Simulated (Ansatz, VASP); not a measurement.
# Ti2CSO (Ti2COS MXene monolayer): VASP beside Ansatz, part 2 of 2

Wanted: the spread between two codes on one cell, functional and k mesh. The structure shown is the start of the Ansatz relaxation below; VASP solves that cell, so the two are compared at the walk's first step.

VASP 6.6.1 and Ansatz 0.2.0.

So far: The starting structure; Ansatz: relaxation, PBE with D3(BJ).

### Step 3. VASP: single point, PBE with D3(BJ), start cell

Level of this step: PBE with D3(BJ), zero-moment start; plane waves and PAW (S, Ti_sv, C, O) (VASP).

The same cell, functional, mesh and smearing now go to VASP, with its own data sets.

Lines of VASP's logs that name or quote its potential files are left out, and so is its time.

INCAR reads:

```
SYSTEM = Ti2CSO
PREC = Accurate
ENCUT = 520
EDIFF = 1E-06
NELM = 200
ISMEAR = -1
SIGMA = 0.05
LREAL = .FALSE.
ALGO = Normal
GGA = PE
IVDW = 12
NBANDS = 28
ISPIN = 2
MAGMOM = -0 0 0 -0 0
LASPH = .TRUE.
LMAXMIX = 4
LORBIT = 11
LWAVE = .FALSE.
LCHARG = .FALSE.
ISIF = 2
LDIPOL = .TRUE.
IDIPOL = 3
DIPOL = 0.5 0.5 0.505
LVHAR = .TRUE.
GGA_COMPAT = .FALSE.
NELMDL = -8
KPAR = 2
```

POSCAR reads:

```
Ti2CSO
1.0
    3.1002400000      0.0000000000      0.0000000000
   -1.5501200000      2.6848870000      0.0000000000
    0.0000000000      0.0000000000     41.5757760000
S Ti C O
1 2 1 1
Direct
    0.3333332092      0.6666664184      0.4365522847
    0.6666666046      0.3333332092      0.4781864805
    0.3333332092      0.6666664184      0.5370319005
    0.0000000000      0.0000000000      0.5076091905
    0.6666666046      0.3333332092      0.5634477153
```

KPOINTS reads:

```
Automatic mesh
0
Gamma
12 12 1
0 0 0
```

The projector-augmented-wave data sets are S, Ti_sv, C and O (PBE family, release 64).

On the command line:

```
> mpirun -np 2 vasp_std
```

Numbers of over 12 decimals in the logs are rounded to 6 here.

Log:

```text
[banner, memory and clock lines left out]
running    2 mpi-ranks, on    1 nodes
 distrk:  each k-point on    1 cores,    2 groups
 distr:  one band on    1 cores,    1 groups

 POSCAR found type information on POSCAR S TiC O
 POSCAR found :  4 types and       5 ions
 LDA part: xc-table for (Slater+PW92), standard interpolation
 POSCAR, INCAR and KPOINTS ok, starting setup
 FFT: planning ... GRIDC
 FFT: planning ... GRID_SOFT
 FFT: planning ... GRID
 WAVECAR not read
 entering main loop
       N       E                     dE             d eps       ncg     rms          rms(c)
DAV:   1     0.398442546943E+03    0.39844E+03   -0.19033E+04  2664   0.116E+03
DAV:   2     0.153486509408E+02   -0.38309E+03   -0.37330E+03  2688   0.334E+02
DAV:   3    -0.464530407613E+02   -0.61802E+02   -0.61053E+02  3244   0.128E+02
DAV:   4    -0.523372677656E+02   -0.58842E+01   -0.58564E+01  3304   0.367E+01
DAV:   5    -0.527575481402E+02   -0.42028E+00   -0.42011E+00  3072   0.766E+00
DAV:   6    -0.527679860286E+02   -0.10438E-01   -0.10437E-01  3220   0.159E+00
DAV:   7    -0.527683174016E+02   -0.33137E-03   -0.33137E-03  3088   0.225E-01
DAV:   8    -0.527683230655E+02   -0.56640E-05   -0.56643E-05  3280   0.368E-02    0.252E+01
DAV:   9    -0.438994248076E+02    0.88689E+01   -0.90136E+01  2784   0.700E+01    0.165E+01
DAV:  10    -0.425536746563E+02    0.13458E+01   -0.49703E+01  3032   0.462E+01    0.901E+00
DAV:  11    -0.412166208790E+02    0.13371E+01   -0.44604E+00  2924   0.172E+01    0.374E+00
DAV:  12    -0.413747396181E+02   -0.15812E+00   -0.26142E+00  2968   0.163E+01    0.427E+00
DAV:  13    -0.412235373097E+02    0.15120E+00   -0.93074E-01  3016   0.728E+00    0.248E+00
DAV:  14    -0.411561450640E+02    0.67392E-01   -0.59470E-01  3256   0.559E+00    0.657E-01
[...]
DAV:  28    -0.411530089235E+02   -0.20198E-04   -0.91162E-07  1740   0.460E-03    0.105E-03
DAV:  29    -0.411530189211E+02   -0.99976E-05   -0.45913E-07  1468   0.324E-03    0.200E-03
DAV:  30    -0.411530230074E+02   -0.40863E-05   -0.10159E-07  1140   0.184E-03    0.143E-03
DAV:  31    -0.411530274867E+02   -0.44793E-05   -0.33163E-07  1380   0.284E-03    0.702E-04
DAV:  32    -0.411530292905E+02   -0.18038E-05   -0.61565E-08  1112   0.142E-03    0.647E-04
DAV:  33    -0.411530303038E+02   -0.10132E-05   -0.27825E-08  1104   0.817E-04    0.367E-04
DAV:  34    -0.411530313216E+02   -0.10179E-05   -0.33828E-08  1136   0.828E-04    0.181E-04
DAV:  35    -0.411530317643E+02   -0.44270E-06   -0.10816E-08  1064   0.480E-04
   1 F= -.42580916E+02 E0= -.42575454E+02  d E =-.109236E-01  mag=    -0.0000
```

From OUTCAR (step 3):

```text
ion  position               nearest neighbor table
   1  0.333  0.667  0.437-   2 2.49   2 2.49   2 2.49
   2  0.667  0.333  0.478-   4 2.17   4 2.17   4 2.17   1 2.49   1 2.49   1 2.49
   3  0.333  0.667  0.537-   5 2.10   5 2.10   5 2.10   4 2.17   4 2.17   4 2.17
   4  0.000  0.000  0.508-   3 2.17   2 2.17   2 2.17   3 2.17   3 2.17   2 2.17
   5  0.667  0.333  0.563-   3 2.10   3 2.10   3 2.10

  LATTYP: Found a hexagonal cell.
 ALAT       =     3.1002400000
 C/A-ratio  =    13.4105024127

 Subroutine GETGRP returns: Found  6 space group operations
 (whereof  6 operations were pure point group operations)

The static configuration has the point symmetry C_3v.

 Found     19 irreducible k-points:

   k-points           NKPTS =     19   k-points in BZ     NKDIM =     19   number of bands    NBANDS=     28

   dimension x,y,z NGX =    24 NGY =   24 NGZ =  320
   dimension x,y,z NGXF=    48 NGYF=   48 NGZF=  640

   ENCUT  =  520.0 eV  38.22 Ry    6.18 a.u.   5.76  5.76 77.30*2*pi/ulx,y,z

   NELECT =      40.0000    total number of electrons

 k-points in reciprocal lattice and weights: Automatic mesh
   0.00000000  0.00000000  0.00000000       0.007
   0.08333333  0.00000000  0.00000000       0.042
   0.16666667  0.00000000  0.00000000       0.042
   0.25000000  0.00000000  0.00000000       0.042
   0.33333333  0.00000000  0.00000000       0.042
   0.41666667  0.00000000  0.00000000       0.042
   0.50000000  0.00000000  0.00000000       0.021
   0.08333333  0.08333333  0.00000000       0.042
   0.16666667  0.08333333  0.00000000       0.083
[...]
0.33333333  0.25000000  0.00000000       0.083
   0.33333333  0.33333333  0.00000000       0.014

 dipolmoment           0.000000      0.000000      0.063563 electrons x Angstroem

 average (electrostatic) potential at core
       1 -95.2447       2 -85.0826       3 -85.6834       4 -58.0765       5 -79.0272

 E-fermi :  -4.1450

 spin component 1
 k-point     1 :       0.0000    0.0000    0.0000
  band No.  band energies     occupation
    ...
     14      -7.5981      1.00000
     15      -7.2840      1.00000
     16      -5.6503      1.00000
     17      -5.6503      1.00000
     18      -5.4080      1.00000
     19      -3.3923      0.00000
     20      -3.3923      0.00000
     21      -3.2031      0.00000
     22      -3.2031      0.00000
     23      -3.0768      0.00000
    ...

 k-point     2 :       0.0833    0.0000    0.0000
  band No.  band energies     occupation
    ...
     14      -7.5531      1.00000
     15      -7.1332      1.00000
     16      -6.0209      1.00000
     17      -5.6879      1.00000
     18      -5.2353      1.00000
     19      -4.1239      0.39637
     20      -3.7956      0.00092
     21      -3.3284      0.00000
     22      -2.8658      0.00000
     23      -2.6769      0.00000
    ...

 k-point     3 :       0.1667    0.0000    0.0000
  band No.  band energies     occupation
    ...
     16      -6.3602      1.00000
     17      -5.8126      1.00000
     18      -5.5266      1.00000
     19      -5.0178      1.00000
     20      -4.1659      0.60323
     21      -3.6566      0.00006
     22      -2.6715      0.00000
     23      -2.4392      0.00000
     24      -2.0536      0.00000
     25      -1.7347      0.00000
    ...

 k-point     4 :       0.2500    0.0000    0.0000
  band No.  band energies     occupation
    ...
     16      -6.7867      1.00000
     17      -6.3321      1.00000
     18      -5.9858      1.00000
     19      -5.4180      1.00000
     20      -4.3995      0.99388
     21      -4.0051      0.05752
     22      -2.4707      0.00000
     23      -2.3092      0.00000
     24      -1.8771      0.00000
     25      -1.4257      0.00000
    ...

 k-point     5 :       0.3333    0.0000    0.0000
  band No.  band energies     occupation
    ...
     17      -6.5555      1.00000
     18      -6.1060      1.00000
     19      -5.7013      1.00000
     20      -4.5304      0.99955
     21      -4.2598      0.90869
     22      -2.2088      0.00000
     23      -2.1698      0.00000
     24      -1.6102      0.00000
     25      -1.3694      0.00000
     26      -1.3473      0.00000
    ...

 k-point     6 :       0.4167    0.0000    0.0000
  band No.  band energies     occupation
    ...
     17      -6.8496      1.00000
     18      -6.1484      1.00000
     19      -5.8138      1.00000
     20      -4.5818      0.99984
     21      -4.3984      0.99375
     22      -2.2128      0.00000
     23      -1.9015      0.00000
     24      -1.4122      0.00000
     25      -1.3636      0.00000
     26      -1.1470      0.00000
    ...

 Edisp (eV)   -1.42788

  Total      -3.61360    -3.61360    -5.06161     0.00000     0.00000    -0.00000
  in kB     -16.72973   -16.72974   -23.43350     0.00000     0.00000    -0.00000
  external pressure =      -18.96 kB  Pullay stress =        0.00 kB

  energy-cutoff  :      520.00
  volume of cell :      346.07
      direct lattice vectors                 reciprocal lattice vectors
     3.100240000  0.000000000  0.000000000     0.322555673  0.186227577  0.000000000
    -1.550120000  2.684887000  0.000000000     0.000000000  0.372455154  0.000000000
     0.000000000  0.000000000 41.575776000     0.000000000  0.000000000  0.024052467

 POSITION                                       TOTAL-FORCE (eV/Angst)
 -----------------------------------------------------------------------------------
      0.00000      1.78992     18.15000        -0.000000     -0.000000      1.430361
      1.55012      0.89496     19.88097        -0.000000     -0.000000     -0.975764
      0.00000      1.78992     22.32752         0.000000      0.000000      3.323178
      0.00000      0.00000     21.10425         0.000000     -0.000000     -1.171457
      1.55012      0.89496     23.42578        -0.000000     -0.000000     -2.606319
 -----------------------------------------------------------------------------------
    total drift:                                0.000000      0.002480      0.000017

  FREE ENERGIE OF THE ION-ELECTRON SYSTEM (eV)
  ---------------------------------------------------
  free  energy   TOTEN  =       -42.5809155037 eV

  energy  without entropy=      -42.5699919167  energy(sigma->0) =      -42.57545371

 vacuum level on the upper side and lower side of the slab         3.161         1.779

 total charge
# of ion       s       p       d       tot
------------------------------------------
    1        1.375   2.286   0.000   3.662
    2        2.191   6.212   1.898  10.301
    3        2.189   6.224   1.775  10.188
    4        0.891   1.522   0.000   2.413
    5        1.579   3.339   0.000   4.918
--------------------------------------------------
tot          8.227  19.583   3.673  31.483

 magnetization (x)
# of ion       s       p       d       tot
------------------------------------------
    1        0.000   0.000   0.000   0.000
    2        0.000   0.000  -0.000  -0.000
    3       -0.000  -0.000  -0.000  -0.000
    4        0.000   0.000   0.000   0.000
    5       -0.000  -0.000   0.000  -0.000
--------------------------------------------------
tot          0.000   0.000  -0.000  -0.000

[... 1 further part left out ...]
```

This run allows spin, but its moments start at zero, where symmetry between the spins tends to hold them, although Ti can carry a moment.

### Step 4. Side by side

Known differences besides the potentials themselves: Ansatz cuts the interaction across the vacuum, VASP repeats the sheet with a dipole correction; the cutoff is 420 eV in Ansatz and 520 eV in VASP. Total energies have different zeros and are not compared.

Forces (eV/Å; atoms numbered as in POSCAR):

```
atom        Ansatz x, y, z          VASP x, y, z
  S1   0.000, 0.000, 1.427   0.000, 0.000, 1.430
 Ti2  0.000, 0.000, -0.955  0.000, 0.000, -0.976
 Ti3   0.000, 0.000, 3.344   0.000, 0.000, 3.323
  C4  0.000, 0.000, -1.168  0.000, 0.000, -1.171
  O5  0.000, 0.000, -2.648  0.000, 0.000, -2.606
```

The forces differ by 13 meV/Å r.m.s., which is 1.1 % of the r.m.s. force of 1.217 eV/Å (both taken over all components). Moments aren't recorded for both runs of this pair, so they may hold unlike magnetic states. With vacuum in the cell, a pressure given here is an average over mostly empty space and none of the material.

### Step 5. Results

```
r.m.s. force difference (single point, PBE with D3(BJ), start cell) : 1.1 % of the r.m.s. force
```

In words: The r.m.s. force difference is 1.1 % of the r.m.s. force (single point, PBE with D3(BJ), start cell), within the 3 % picked in this series as the mark of a large difference. 1 further run of this series is not shown here. Such differences can come from data sets, numerical settings and the points named under the comparisons, not from the functional's error against experiment.

[Lines on the potential files, build, host, timing and source positions are cut from VASP's logs without a mark.]

[Logs are printed without paths, hosts, clocks, repeated set-up lines and the standing remarks that a program may print on its own settings, such as how far it seeks lower states.]

[Hosts, paths, dates, database ids (printed as entryN), source tags and the programs' standing remarks are cut or masked in the printed files.]
